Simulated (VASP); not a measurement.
Input:

```
CELL_PARAMETERS angstrom
      1.59500    -2.76262     0.00000
      1.59500     2.76262     0.00000
      0.00000     0.00000     5.05000
ATOMIC_POSITIONS crystal
  Hf 0.33333 0.66667 0.25000
  Hf 0.66667 0.33333 0.75000
```

Calculation: vdW-DF-cx, VASP's PBE PAW potentials (set 64) (plane waves; VASP). Settings: 520 eV cut-off, 12×12×7 Γ-centred mesh, first-order Methfessel-Paxton smearing of 0.10 eV, potentials Hf_pv.

Energy and stress use the plane-wave basis of the starting cell.

Question: The ions, cell shape and volume are relaxed. Predict the relaxed structure.

Answer: 
```
CELL_PARAMETERS angstrom
      1.58110    -2.73854     0.00000
      1.58110     2.73854     0.00000
      0.00000     0.00000     5.00141
ATOMIC_POSITIONS crystal
  Hf 0.33333 0.66667 0.25000
  Hf 0.66667 0.33333 0.75000
```
Space group P6_3/mmc (194), at a tolerance of 0.03 Å.

Question: How do energy and volume change from the first to the last step?

Answer: The energy (σ→0) changes by -5.5 meV/atom and the volume by -2.7 %, in 4 ionic steps.

```csv
step,E(σ→0) (eV),max force (eV/Å),pressure (GPa),volume (Å³)
1,-15.5872,0.000,-2.96,44.50
2,-15.5805,0.000,4.08,41.90
3,-15.5982,0.000,-0.02,43.33
4,-15.5982,0.000,0.03,43.31
```

The compound is Hf in the hcp structure. This run relaxes it. Symmetry was kept, so distortions that lower it aren't found.
